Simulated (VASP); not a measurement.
Level of theory: PBE GGA, VASP's PBE PAW potentials (set 64) (plane waves; VASP).

Input for VASP

File POSCAR:
```
Tc
1
    1.3790380000    -2.3367110000     0.0000000000
    1.3790380000     2.3367110000     0.0000000000
    0.0000000000     0.0000000000     4.3470930000
Tc
2
Direct
  0.3333330000   0.6666670000   0.2500000000
  0.6767050000   0.3433710000   0.7500000000
```

### KPOINTS
```
Automatic mesh
0
Monkhorst-Pack
9 9 5
0 0 0
```

**INCAR**
```
! general
SYSTEM  = Tc
PREC    = Accurate
ENCUT   = 400
LREAL   = .False.
LASPH   = .True.

! electronic loop
EDIFF   = 1E-6
NELM    = 100
ALGO    = Normal
LMAXMIX = 4

! smearing
ISMEAR  = 1
SIGMA   = 0.1

! functional
GGA     = PE

! ions
ISIF    = 2

! output
LWAVE   = .False.
LCHARG  = .False.
```

POTCAR, in this order: Tc_pv (PBE.64 set). Program: vasp_std.

Question: What will the output report for the number of irreducible k-points (NKPTS), number of bands (NBANDS), largest plane-wave count, number of space-group operations, FFT grid (NGX, NGY, NGZ)?

Answer: 
| Property | Result |
|---|---|
| number of irreducible k-points (NKPTS) | 123 |
| number of bands (NBANDS) | 17 |
| largest plane-wave count | 537 |
| number of space-group operations | 4 |
| FFT grid (NGX, NGY, NGZ) | 18 × 18 × 28 |

The compound is Tc in the hcp structure. The cell was not relaxed at this level, atoms are displaced from their ideal sites. The run is one of a series of settings (KPOINTS 9×9×5 Monkhorst-Pack mesh against the base run), some of them coarse on purpose.
